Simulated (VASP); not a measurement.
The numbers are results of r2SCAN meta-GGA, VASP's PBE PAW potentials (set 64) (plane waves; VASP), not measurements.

The input files of a VASP run:

File KPOINTS:
```
Regular mesh
0
Gamma
  8 8 8
0 0 0
```

### POSCAR
```
Rb
1
   -2.8737885617     2.8737885617     2.8737885617
    2.8737885617    -2.8737885617     2.8737885617
    2.8737885617     2.8737885617    -2.8737885617
Rb
1
Direct
  0.0000000000   0.0000000000   0.0000000000
```

### INCAR
```
# general
SYSTEM =Rb
PREC   =Accurate
ENCUT  =400
LREAL  =.False.
LASPH  =.True.

# electronic loop
EDIFF  =1E-6
NELM   =100
ALGO   =Normal
LMAXMIX=4
LMIXTAU=.True.

# smearing
ISMEAR =1
SIGMA  =0.1

# functional
METAGGA=R2SCAN

# ions
IBRION =2
NSW    =60
ISIF   =3
EDIFFG =-0.01

# output
LWAVE  =.False.
LCHARG =.False.
```

POTCAR, in this order: Rb_sv (PBE.64 set). Program: vasp_std.

What VASP printed:

### OUTCAR
```
 ion  position               nearest neighbor table
   1  0.000  0.000  0.000-
  LATTYP: Found a body centered cubic cell.
 ALAT       =     5.7475771234
 Subroutine PRICEL returns:
 Original cell was already a primitive cell.
 Subroutine GETGRP returns: Found 48 space group operations
The static configuration has the point symmetry O_h .
The dynamic configuration has the point symmetry O_h .
 Subroutine INISYM returns: Found 48 space group operations
 Subroutine IBZKPT returns following result:
 Found     29 irreducible k-points:

 Following reciprocal coordinates:
            Coordinates               Weight
  0.000000  0.000000  0.000000      1.000000
  0.125000  0.000000  0.000000     12.000000
  0.250000  0.000000  0.000000     12.000000
  0.375000  0.000000  0.000000     12.000000
  0.500000  0.000000  0.000000      6.000000
  0.125000  0.125000  0.000000     24.000000
  0.250000  0.125000  0.000000     48.000000
  0.375000  0.125000  0.000000     48.000000
  0.250000  0.250000  0.000000     24.000000
  0.375000  0.250000 -0.000000     24.000000
  0.125000  0.125000  0.125000      8.000000
  0.250000  0.125000  0.125000     24.000000
  0.375000  0.125000  0.125000     12.000000
 -0.125000  0.125000  0.125000      6.000000
  0.250000  0.250000  0.125000     24.000000
 -0.250000  0.250000  0.125000     24.000000
 -0.375000  0.375000  0.125000     24.000000
 -0.250000  0.375000  0.125000     24.000000
  0.500000  0.500000  0.125000     12.000000
 -0.375000  0.500000  0.125000     48.000000
 -0.375000 -0.375000  0.125000      8.000000
  0.250000  0.250000  0.250000      2.000000
 -0.250000  0.250000  0.250000      6.000000
 -0.375000  0.375000  0.250000     24.000000
  0.500000  0.500000  0.250000     12.000000
...
```

File OSZICAR:
```
       N       E                     dE             d eps       ncg     rms          rms(c)
DAV:   1     0.296131134456E+02    0.29613E+02   -0.29058E+03   464   0.678E+02
DAV:   2    -0.143746110407E+02   -0.43988E+02   -0.43831E+02   512   0.142E+02
DAV:   3    -0.169494265900E+02   -0.25748E+01   -0.25700E+01   632   0.387E+01
DAV:   4    -0.170100785196E+02   -0.60652E-01   -0.60655E-01   752   0.563E+00
DAV:   5    -0.170121424852E+02   -0.20640E-02   -0.20640E-02   712   0.384E-01    0.952E-01
DAV:   6    -0.145240153497E+02    0.24881E+01   -0.12328E+00   464   0.569E+00    0.771E-01
DAV:   7    -0.136137542592E+02    0.91026E+00   -0.30406E-01   464   0.542E+00    0.603E-01
DAV:   8    -0.140835348543E+02   -0.46978E+00   -0.16034E-01   464   0.462E+00    0.410E-01
DAV:   9    -0.136276500458E+02    0.45588E+00   -0.10167E-01   464   0.354E+00    0.151E-01
DAV:  10    -0.138968743823E+02   -0.26922E+00   -0.31495E-01   496   0.442E+00    0.155E-01
DAV:  11    -0.138972474389E+02   -0.37306E-03   -0.48425E-03   816   0.592E-01    0.149E-01
DAV:  12    -0.139078615688E+02   -0.10614E-01   -0.39554E-04   568   0.224E-01    0.136E-01
DAV:  13    -0.139060496372E+02    0.18119E-02   -0.13809E-04   680   0.142E-01    0.141E-01
DAV:  14    -0.139268732650E+02   -0.20824E-01   -0.93945E-03   480   0.118E+00    0.200E-01
DAV:  15    -0.139312885756E+02   -0.44153E-02   -0.12251E-03   528   0.401E-01    0.189E-01
DAV:  16    -0.139185541185E+02    0.12734E-01   -0.81655E-03   480   0.145E+00    0.109E-01
DAV:  17    -0.139189489108E+02   -0.39479E-03   -0.21515E-04   712   0.136E-01    0.913E-02
DAV:  18    -0.139093518702E+02    0.95970E-02   -0.29048E-02   464   0.186E+00    0.598E-02
DAV:  19    -0.139080220716E+02    0.13298E-02   -0.32671E-04   672   0.175E-01    0.929E-02
DAV:  20    -0.139131416787E+02   -0.51196E-02   -0.20948E-03   464   0.499E-01    0.676E-02
DAV:  21    -0.139128606677E+02    0.28101E-03   -0.41875E-04   520   0.221E-01    0.300E-02
DAV:  22    -0.139130559890E+02   -0.19532E-03   -0.30110E-03   464   0.688E-01    0.202E-02
DAV:  23    -0.139129874860E+02    0.68503E-04   -0.15149E-04   480   0.167E-01    0.174E-02
DAV:  24    -0.139129459876E+02    0.41498E-04   -0.18181E-03   464   0.459E-01    0.118E-02
DAV:  25    -0.139127560984E+02    0.18989E-03   -0.38966E-04   464   0.171E-01    0.117E-02
DAV:  26    -0.139127860821E+02   -0.29984E-04   -0.65391E-05   464   0.800E-02    0.959E-03
DAV:  27    -0.139127567884E+02    0.29294E-04   -0.10086E-04   464   0.116E-01    0.617E-03
DAV:  28    -0.139127689798E+02   -0.12191E-04   -0.24773E-05   464   0.521E-02    0.584E-03
DAV:  29    -0.139127649987E+02    0.39812E-05   -0.30764E-06   480   0.218E-02    0.482E-03
DAV:  30    -0.139127598388E+02    0.51598E-05   -0.28159E-06   464   0.171E-02    0.354E-03
DAV:  31    -0.139127585317E+02    0.13072E-05   -0.78793E-07   528   0.110E-02    0.321E-03
DAV:  32    -0.139127632567E+02   -0.47250E-05   -0.16508E-06   480   0.142E-02    0.341E-03
DAV:  33    -0.139127642301E+02   -0.97346E-06   -0.52671E-07   496   0.115E-02
   1 F= -.13912764E+02 E0= -.13912405E+02  d E =-.139128E+02
```

**OUTCAR**
```
------------------------ aborting loop because EDIFF is reached ----------------------------------------
  FORCE on cell =-STRESS in cart. coord.  units (eV):
  Direction    XX          YY          ZZ          XY          YZ          ZX
  --------------------------------------------------------------------------------------
  Total        0.0014153      0.0014153      0.0014153      0.0000000     -0.0000000      0.0000000
  in kB        0.0238859      0.0238859      0.0238859      0.0000000     -0.0000000      0.0000000
  external PRESSURE =       0.0238859 kB  Pullay stress =       0.0000000 kB
  volume of cell :       94.93
      direct lattice vectors                 reciprocal lattice vectors
    -2.873788562  2.873788562  2.873788562     0.000000000  0.173986356  0.173986356
     2.873788562 -2.873788562  2.873788562     0.173986356  0.000000000  0.173986356
     2.873788562  2.873788562 -2.873788562     0.173986356  0.173986356  0.000000000
 POSITION                                       TOTAL-FORCE (eV/Angst)
 -----------------------------------------------------------------------------------
      0.00000      0.00000      0.00000        -0.000000      0.000000     -0.000000
 -----------------------------------------------------------------------------------
    total drift:                                0.000000      0.000000     -0.000000
  FREE ENERGIE OF THE ION-ELECTRON SYSTEM (eV)
  ---------------------------------------------------
  free  energy   TOTEN  =       -13.9127642301 eV

  energy  without entropy=      -13.9116876274  energy(sigma->0) =      -13.91240536

 reached required accuracy - stopping structural energy minimisation
```
(Selected blocks of OUTCAR.)

**OUTCAR**
```
 val. band max:       -0.0460423857   @ k =   0.2500   0.2500   0.0000

 cond. band min:       0.0800680650   @ k =  -0.3750   0.3750   0.2500


 Fermi energy:         0.0260614692

 k-point     1 :       0.0000    0.0000    0.0000
  band No.  band energies     occupation
      1     -30.1238      2.00000
      2     -13.6167      2.00000
      3     -13.6167      2.00000
      4     -13.6167      2.00000
      5      -2.0612      2.00000
      6       4.0496      0.00000
      7       4.0496      0.00000
      8       4.0497      0.00000

 k-point     2 :       0.1250    0.0000    0.0000
  band No.  band energies     occupation
      1     -30.1232      2.00000
      2     -13.6294      2.00000
      3     -13.6208      2.00000
      4     -13.6167      2.00000
      5      -1.8734      2.00000
      6       3.6625      0.00000
      7       3.7768      0.00000
      8       4.2187      0.00000

 k-point     3 :       0.2500    0.0000    0.0000
  band No.  band energies     occupation
      1     -30.1219      2.00000
      2     -13.6597      2.00000
      3     -13.6306      2.00000
      4     -13.6167      2.00000
      5      -1.3338      2.00000
      6       2.6381      0.00000
      7       3.3062      0.00000
      8       4.7142      0.00000

 k-point     4 :       0.3750    0.0000    0.0000
  band No.  band energies     occupation
      1     -30.1206      2.00000
      2     -13.6894      2.00000
      3     -13.6404      2.00000
      4     -13.6168      2.00000
      5      -0.5142      2.00000
      6       1.5711     -0.00000
      7       2.9614      0.00000
      8       4.8262      0.00000

 k-point     5 :       0.5000    0.0000    0.0000
  band No.  band energies     occupation
      1     -30.1200      2.00000
      2     -13.7015      2.00000
      3     -13.6444      2.00000
      4     -13.6168      2.00000
      5       0.3358     -0.00011
      6       0.6636     -0.00000
      7       2.8397      0.00000
...
```

The compound is Rb in the bcc structure. It was relaxed first, which changed the volume by +5 %. The start is the result of an earlier pass.
